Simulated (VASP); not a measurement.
# CsSi2 (P-6m2) in VASP: a series of runs

The runs below take CsSi2 through single point, with HSE(alpha, omega).

Everything below comes from runs of VASP 6.6.1. Logs are shortened: lines on timing, memory, paths and dates and some standing lists are left out, and cuts for length are marked.

## (1) Starting point

It takes space group P-6m2 (No. 187, hexagonal). The conventional cell has a = 6.372 Å, b = 6.372 Å, c = 4.479 Å, α = 90.00°, β = 90.00°, γ = 120.00°. Around Cs (site symmetry -6m2) lie 6 Si at 3.85 Å. Si (site symmetry 3m) is surrounded by 2 Si at 2.24 Å.

The cell was built by a generator and needn't be a form met in nature.

## (2) Single point, HSE(alpha, omega)

POSCAR

```
CsSi2
1.0
    6.3715700000      0.0000000000      0.0000000000
   -3.1857800000      5.5179400000      0.0000000000
    0.0000000000      0.0000000000      4.4786600000
Cs Si
1 2
Direct
    0.0000000000      0.0000000000      0.0000000000
    0.6666700000      0.3333300000      0.2503900000
    0.6666700000      0.3333300000      0.7496100000
```

INCAR.step1

```
PREC = Accurate
ENCUT = 520
EDIFF = 1E-5
ISMEAR = -1
SIGMA = 0.05
LREAL = False
LASPH = True
NELM = 100
ALGO = Normal
ISIF = 2
LWAVE = True
GGA = PE
```

INCAR.step2

```
PREC = Accurate
ENCUT = 520
EDIFF = 1E-7
ISMEAR = -1
SIGMA = 0.05
LREAL = False
LASPH = True
NELM = 100
ALGO = Normal
ISIF = 2
LWAVE = False
LCHARG = False
GGA = PE
LHFCALC = True
HFSCREEN = 0.2
AEXX = 0.4
PRECFOCK = Fast
ISTART = 1
```

KPOINTS

```
Automatic mesh
0
Gamma
  3 3 3
```

Potentials or basis: VASP PAW PBE potentials, release 64 (Cs_sv, Si).

Started as:

```sh
$ cat potpaw_PBE.64/Cs_sv/POTCAR potpaw_PBE.64/Si/POTCAR > POTCAR
$ cp INCAR.step1 INCAR
$ mpirun -np 1 vasp_std > vasp.out
$ cp INCAR.step2 INCAR
$ mpirun -np 1 vasp_std > vasp.out
```

OUTCAR:

```text
PREC = Accurate
   ENCUT = 520
   EDIFF = 1E-7
   ISMEAR = -1
   LREAL = False
   LASPH = True
   NELM = 100
   ISIF = 2
   GGA = PE
   LHFCALC = True
   HFSCREEN = 0.2
   AEXX = 0.4
   PRECFOCK = Fast
   ISTART = 1

 ion  position               nearest neighbor table
   1  0.000  0.000  0.000-
   2  0.667  0.333  0.250-   3 2.24   3 2.24
   3  0.667  0.333  0.750-   2 2.24   2 2.24

  LATTYP: Found a hexagonal cell.
 ALAT       =     6.3715700000
 C/A-ratio  =     0.7029130968

  Lattice vectors:

 A1 = (   6.3715700000,   0.0000000000,   0.0000000000)
 A2 = (  -3.1857800000,   5.5179400000,   0.0000000000)
 A3 = (   0.0000000000,   0.0000000000,   4.4786600000)

Analysis of symmetry for initial positions (statically):
=====================================================================
 Subroutine PRICEL returns:
 Original cell was already a primitive cell.

 Routine SETGRP: Setting up the symmetry group for a
 hexagonal supercell.

 Subroutine GETGRP returns: Found  4 space group operations
 (whereof  4 operations were pure point group operations)
 out of a pool of 24 trial point group operations.

The static configuration has the point symmetry C_2v.

Analysis of symmetry for dynamics (positions and initial velocities):
=====================================================================
 Subroutine PRICEL returns:
 Original cell was already a primitive cell.

 Routine SETGRP: Setting up the symmetry group for a
 hexagonal supercell.

 Subroutine GETGRP returns: Found  4 space group operations
 (whereof  4 operations were pure point group operations)
 out of a pool of 24 trial point group operations.

The dynamic configuration has the point symmetry C_2v.

 Subroutine INISYM returns: Found  4 space group operations
 (whereof  4 operations are pure point group operations),
 and found     1 'primitive' translations

----------------------------------------------------------------------------------------

                                     Primitive cell

  volume of cell :     157.4605

  direct lattice vectors                    reciprocal lattice vectors
     6.371570000  0.000000000  0.000000000     0.156947189  0.090613384  0.000000000
    -3.185780000  5.517940000  0.000000000     0.000000000  0.181227052  0.000000000
     0.000000000  0.000000000  4.478660000     0.000000000  0.000000000  0.223281071

  length of vectors
     6.371570000  6.371566217  4.478660000     0.181226945  0.181227052  0.223281071

  position of ions in fractional coordinates (direct lattice)
     0.000000000  0.000000000  0.000000000
     0.666670000  0.333330000  0.250390000
     0.666670000  0.333330000  0.749610000

  ion indices of the primitive-cell ions
   primitive index   ion index
                 1           1
                 2           2
                 3           3

----------------------------------------------------------------------------------------

 KPOINTS: Automatic mesh

Automatic generation of k-mesh.
 Grid dimensions read from file:
 generate k-points for:    3    3    3

 Generating k-lattice:

  Cartesian coordinates                     Fractional coordinates (reciprocal lattice)
     0.052315730  0.030204461  0.000000000     0.333333333  0.000000000  0.000000000
     0.000000000  0.060409017  0.000000000     0.000000000  0.333333333  0.000000000
     0.000000000  0.000000000  0.074427024     0.000000000  0.000000000  0.333333333

  Length of vectors
     0.060408982  0.060409017  0.074427024

  Shift w.r.t. Gamma in fractional coordinates (k-lattice)
     0.000000000  0.000000000  0.000000000

 Subroutine IBZKPT returns following result:
 ===========================================

 Found      8 irreducible k-points:

 Following reciprocal coordinates:
            Coordinates               Weight
  0.000000  0.000000  0.000000      1.000000
  0.333333  0.000000  0.000000      4.000000
 -0.333333  0.333333  0.000000      2.000000
  0.333333  0.333333  0.000000      2.000000
  0.000000  0.000000  0.333333      2.000000
  0.333333  0.000000  0.333333      8.000000
 -0.333333  0.333333  0.333333      4.000000
  0.333333  0.333333  0.333333      4.000000
   k-points           NKPTS =      8   k-points in BZ     NKDIM =     27   number of bands    NBANDS=     12
   number of dos      NEDOS =    301   number of ions     NIONS =      3
   total plane-waves  NPLWV =  82944
   dimension x,y,z NGX =    48 NGY =   48 NGZ =   36
   dimension x,y,z NGXF=    96 NGYF=   96 NGZF=   72
   ions per type =               1   2
   NGX,Y,Z   is equivalent  to a cutoff of  12.52, 12.52, 13.36 a.u.
   NGXF,Y,Z  is equivalent  to a cutoff of  25.05, 25.05, 26.73 a.u.
 SYSTEM =  unknown system
   PREC   = accura    normal or accurate (medium, high low for compatibility)
   ISTART =      1    job   : 0-new  1-cont  2-samecut
   ICHARG =      0    charge: 1-file 2-atom 10-const
   ISPIN  =      1    spin polarized calculation?
   LNONCOLLINEAR =      F non collinear calculations
   LSORBIT =      F    spin-orbit coupling
   LASPH  =      T    aspherical Exc in radial PAW
   ENCUT  =  520.0 eV  38.22 Ry    6.18 a.u.  11.85 11.85  8.33*2*pi/ulx,y,z
   NELM   =    100;   NELMIN=  2; NELMDL=  0     # of ELM steps
   EDIFF  = 0.1E-06   stopping-criterion for ELM
   LREAL  =      F    real-space projection
   EDIFFG = 0.1E-05   stopping-criterion for IOM
   NSW    =      0    number of steps for IOM
   IBRION =     -1    ionic relax: 0-MD 1-quasi-New 2-CG
   NFREE  =      0    steps in history (QN), initial steepest desc. (CG)
   ISIF   =      2    stress and relaxation
   ISYM   =      3    0-nonsym 1-usesym 2-fastsym
   POTIM  = 0.5000    time-step for ionic-motion
   TEBEG  =    0.0;   TEEND  =   0.0 temperature during run
   PSTRESS=    0.0 pullay stress
   NELECT =      17.0000    total number of electrons
   NUPDOWN=      -1.0000    fix difference up-down
   EMIN   =  10.00;   EMAX   =-10.00  energy-range for DOS
   EFERMI =   0.00;   METHOD = LEGACY
   ISMEAR =    -1;   SIGMA  =   0.05  broadening in eV -4-tet -1-fermi 0-gaus
   EFERMI_NEDOS =   21; number of points for ismear=-14 and -15
   IALGO  =     38    algorithm
   IMIX   =      1    mixing-type and parameters
     AMIX     =   0.40;   BMIX     =  1.00
     AMIX_MAG =   1.60;   BMIX_MAG =  1.00
  volume/ion in A,a.u.               =      52.49       354.20
  Fermi-wavevector in a.u.,A,eV,Ry     =   0.779532  1.473102  8.267855  0.607670
  Thomas-Fermi vector in A             =   1.882656
   LORBIT       =      0    0 simple, 1 ext, 2 COOP (PROOUT), +10 PAW based schemes
   GGA     = PE    functional components
   LHFCALC =     T    Hartree Fock is set to
   PRECFOCK=fast      Normal, Fast or Accurate (Low or Medium for compatibility)
   ENCUT4O =  -1.0   cutoff for four orbital integrals eV
   NKREDX  =     1    reduce k-point grid by
   NKREDY  =     1    reduce k-point grid by
   NKREDZ  =     1    reduce k-point grid by
   AEXX    =    0.4000 exact exchange contribution
   HFSCREEN=    0.2000 screening length (either q_TF or 0.3 A-1)
   HFSCREENC=   0.2000 screening length for correlation (either q_TF or 0.3 A-1)
   ENCUTFOCK=  -1.0 apply spherical cutoff to Coloumb kernel
   IVDW    =     0    specifies the selected vdW correction
   LEPSILON=     F    determine dielectric tensor
   LRPA    =     F    only Hartree local field effects (RPA)
 non-spin polarized calculation
  energy-cutoff  :      520.00
  volume of cell :      157.46
 maximum number of plane-waves:      4283
  NGX = 28; NGY = 28; NGZ = 18

 number of electron      17.0000001 magnetization

 Free energy of the ion-electron system (eV)
  ---------------------------------------------------
  ext. energy  EPLUGINS =         0.00000000
  ---------------------------------------------------
  free energy    TOTEN  =       -12.43827037 eV

  energy without entropy =      -12.39652197  energy(sigma->0) =      -12.41739617

 E-fermi :   1.5671     XC(G=0):  -4.7458

 val. band max:       -1.0637530453   @ k =  -0.3333   0.3333   0.3333
 cond. band min:       1.5948991153   @ k =   0.3333   0.3333   0.3333
 fundamental gap:      2.6586521606
 Fermi energy:         1.5671359889

 k-point     1 :       0.0000    0.0000    0.0000
  band No.  band energies     occupation
      1     -25.1851      2.00000
      2     -11.2784      2.00000
      3     -10.3869      2.00000
      4     -10.3869      2.00000
      5     -10.2673      2.00000
      6      -3.9631      2.00000
      7      -2.1421      2.00000
      8      -2.1420      2.00000
      9      -1.3286      2.00000
     10       2.3296      0.00000
     11       4.5778      0.00000
     12       5.2598      0.00000

 k-point     2 :       0.3333    0.0000    0.0000
  band No.  band energies     occupation
      1     -25.1843      2.00000
      2     -11.4713      2.00000
      3     -10.4010      2.00000
      4     -10.2633      2.00000
      5     -10.1448      2.00000
      6      -3.9413      2.00000
      7      -2.3675      2.00000
      8      -2.0353      2.00000
      9      -1.3706      2.00000
     10       3.2350      0.00000
     11       3.9455      0.00000
     12       5.0756      0.00000

 k-point     3 :      -0.3333    0.3333    0.0000
  band No.  band energies     occupation
      1     -25.1843      2.00000
      2     -11.4713      2.00000
      3     -10.4010      2.00000
      4     -10.2633      2.00000
      5     -10.1447      2.00000
      6      -3.9413      2.00000
      7      -2.3675      2.00000
      8      -2.0353      2.00000
      9      -1.3706      2.00000
     10       3.2350      0.00000
     11       3.9454      0.00000
     12       5.0756      0.00000
[... 46 lines left out ...]
 k-point     7 :      -0.3333    0.3333    0.3333
  band No.  band energies     occupation
      1     -25.1607      2.00000
      2     -10.7875      2.00000
      3     -10.5903      2.00000
      4     -10.3514      2.00000
      5      -9.8681      2.00000
      6      -7.4557      2.00000
      7      -1.3051      2.00000
      8      -1.0638      2.00000
      9       1.6343      0.41398
     10       1.7353      0.06690
     11       3.4259      0.00000
     12       4.2144      0.00000

 k-point     8 :       0.3333    0.3333    0.3333
  band No.  band energies     occupation
      1     -25.1603      2.00000
      2     -10.8485      2.00000
      3     -10.6002      2.00000
      4     -10.3690      2.00000
      5      -9.7767      2.00000
      6      -7.4411      2.00000
      7      -1.2808      2.00000
      8      -1.1475      2.00000
      9       1.5949      0.72929
     10       1.7683      0.03518
     11       3.4009      0.00000
     12       4.3197      0.00000

------------------------ aborting loop because EDIFF is reached ----------------------------------------

  FORCE on cell =-STRESS in cart. coord.  units (eV):
  Direction    XX          YY          ZZ          XY          YZ          ZX
  --------------------------------------------------------------------------------------
  -------------------------------------------------------------------------------------
  Total       -0.0370201     -0.0379005     -0.2982301     -0.0007625      0.0000000      0.0000000
  in kB       -0.3766836     -0.3856420     -3.0345235     -0.0077587      0.0000000      0.0000000
  external PRESSURE =      -1.2656163 kB  Pullay stress =       0.0000000 kB

 VOLUME and BASIS-vectors are now :
 -----------------------------------------------------------------------------
  energy-cutoff  :      520.00
  volume of cell :      157.46
      direct lattice vectors                 reciprocal lattice vectors
     6.371570000  0.000000000  0.000000000     0.156947189  0.090613384  0.000000000
    -3.185780000  5.517940000  0.000000000     0.000000000  0.181227052  0.000000000
     0.000000000  0.000000000  4.478660000     0.000000000  0.000000000  0.223281071

 POSITION                                       TOTAL-FORCE (eV/Angst)
 -----------------------------------------------------------------------------------
      0.00000      0.00000      0.00000         0.000023     -0.000013      0.000000
      3.18582      1.83929      1.12141        -0.000011      0.000007     -0.039814
      3.18582      1.83929      3.35725        -0.000011      0.000007      0.039814
 -----------------------------------------------------------------------------------
    total drift:                               -0.000001     -0.000000     -0.000000

  FREE ENERGIE OF THE ION-ELECTRON SYSTEM (eV)
  ---------------------------------------------------
  free  energy   TOTEN  =       -12.4382703720 eV

  energy  without entropy=      -12.3965219660  energy(sigma->0) =      -12.41739617
```

It took 3.3 min on 1 thread of Intel Xeon Platinum 8488C (Sapphire Rapids), shared host; peak memory 0.37 GiB.

What came out:

| Property | Result |
| --- | --- |
| Free energy | -12.4383 eV |
| Pressure | -0.1 GPa |
| Largest force | 0.040 eV/Å |
| Band gap on the k mesh | none (metal or under the smearing width) |

Forces on the atoms (eV/Å):
```
Cs   0.000  0.000  0.000
Si   0.000  0.000 -0.040
Si   0.000  0.000  0.040
```

Caveat: the k mesh is coarse (spacing up to 0.47 Å⁻¹), so the values aren't converged, least of all with exact exchange; the PAW data sets were made with another functional, which shifts forces and pressure a little.

## (3) Single point, HSE(alpha, omega)

POSCAR is that of step 2.

INCAR.step1 is that of step 2.

INCAR.step2, as its differences from that of step 2:

```diff
@@ -15,3 +15,3 @@
 HFSCREEN = 0.2
-AEXX = 0.4
+AEXX = 0.5
 PRECFOCK = Fast
```

KPOINTS is that of step 2.

Potentials or basis: VASP PAW PBE potentials, release 64 (Cs_sv, Si).

Started as:

```sh
$ cat potpaw_PBE.64/Cs_sv/POTCAR potpaw_PBE.64/Si/POTCAR > POTCAR
$ cp INCAR.step1 INCAR
$ mpirun -np 1 vasp_std > vasp.out
$ cp INCAR.step2 INCAR
$ mpirun -np 1 vasp_std > vasp.out
```

Wall time 3.3 min (1 thread of Intel Xeon Platinum 8488C (Sapphire Rapids), shared host); peak memory 0.37 GiB.

The run converged. Its results:

* Free energy: -13.0675 eV
* Pressure: -0.2 GPa
* Largest force: 0.048 eV/Å
* Band gap on the k mesh: none (metal or under the smearing width)

Forces in eV/Å, atoms in the order of the input:
```
Cs   0.000  0.000  0.000
Si   0.000  0.000 -0.048
Si   0.000  0.000  0.048
```

Stress tensor (GPa, compression positive):
```
-0.04  0.00  0.00
 0.00 -0.04  0.00
 0.00  0.00 -0.66
```

Levels at points of the mesh, in eV from the Fermi level:
| k point | band 5 | band 6 | band 7 | band 8 | band 9 | band 10 | band 11 | band 12 |
| --- | --- | --- | --- | --- | --- | --- | --- | --- |
| (0.00, 0.00, 0.00) | -12.31 | -5.82 | -3.96 | -3.96 | -3.03 | 0.81 | 3.12 | 3.86 |

Caveat: the k mesh is coarse (spacing up to 0.47 Å⁻¹), so the values aren't converged, least of all with exact exchange; the PAW data sets were made with another functional, which shifts forces and pressure a little. Spin-orbit coupling is left out, which matters for the levels of Cs.

## (4) For comparison

An earlier run on the cell as given: functional PBE; potentials or basis VASP PAW PBE potentials, release 64 (Cs_sv, Si); cutoff 520 eV; k mesh 5 × 5 × 6; occupations fermi-dirac, width 0.05 eV; no spin polarisation.

* Pressure: -0.6 GPa
* Largest force: 0.163 eV/Å
* Band gap on the k mesh: none (metal or under the smearing width)

## (5) Overview

| level | k mesh | share of exact exchange | grid for exact exchange (PRECFOCK) | mesh quality | gap on the mesh (eV) | pressure (GPa) | largest force (eV/Å) |
| --- | --- | --- | --- | --- | --- | --- | --- |
| HSE(alpha, omega) | 3 × 3 × 3 | 0.4 | Fast | coarse | none | -0.1 | 0.04 |
| HSE(alpha, omega) | 3 × 3 × 3 | 0.5 | Fast | coarse | none | -0.2 | 0.05 |
| PBE | 5 × 5 × 6 | - | - | not flagged | none | -0.6 | 0.16 |

Alike in all rows: task single point; potentials or basis VASP PAW PBE potentials, release 64 (Cs_sv, Si); no spin polarisation; cell as given; cutoff (eV) 520; smearing fermi-dirac 0.05 eV.

Caveats: some runs use coarse meshes; the PAW data sets were made with another functional, which shifts forces and pressure a little (some runs).

Total energies depend on the potentials used, so only differences within one code and one set of settings carry meaning.
